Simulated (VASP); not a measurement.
Consider the following.

```
CELL_PARAMETERS angstrom
      1.75000    -3.03109     0.00000
      1.75000     3.03109     0.00000
      0.00000     0.00000     5.55000
ATOMIC_POSITIONS crystal
  Lu 0.33333 0.66667 0.25000
  Lu 0.66667 0.33333 0.75000
```

All values below come from vdW-DF2, VASP's PBE PAW potentials (set 64) (plane waves; VASP 6.6.1). Settings: 520 eV cut-off, 11×11×6 Γ-centred mesh, first-order Methfessel-Paxton smearing of 0.10 eV, potentials Lu_3.

Energy and stress use the plane-wave basis of the starting cell.

The ions, cell shape and volume are relaxed. Give the cell that the relaxation ends in.

```
CELL_PARAMETERS angstrom
      1.77592    -3.07598     0.00000
      1.77592     3.07598     0.00000
      0.00000     0.00000     5.54473
ATOMIC_POSITIONS crystal
  Lu 0.33333 0.66667 0.25000
  Lu 0.66667 0.33333 0.75000
```
Space group P6_3/mmc (194), at a tolerance of 0.03 Å.

How do energy and volume change from the first to the last step?

The energy (σ→0) changes by -5.1 meV/atom and the volume by +2.9 %, in 6 ionic steps.

```tsv
step	E(σ→0) (eV)	max force (eV/Å)	pressure (GPa)	volume (Å³)
1	-2.6139	0.000	1.47	58.88
2	-2.6233	0.000	-0.44	61.21
3	-2.6238	0.000	-0.11	60.76
4	-2.6238	0.000	-0.08	60.72
5	-2.6241	0.000	0.01	60.62
6	-2.6241	0.000	0.04	60.58
```

The compound is Lu in the hcp structure. This run relaxes it. Symmetry was kept, so distortions that lower it aren't found.
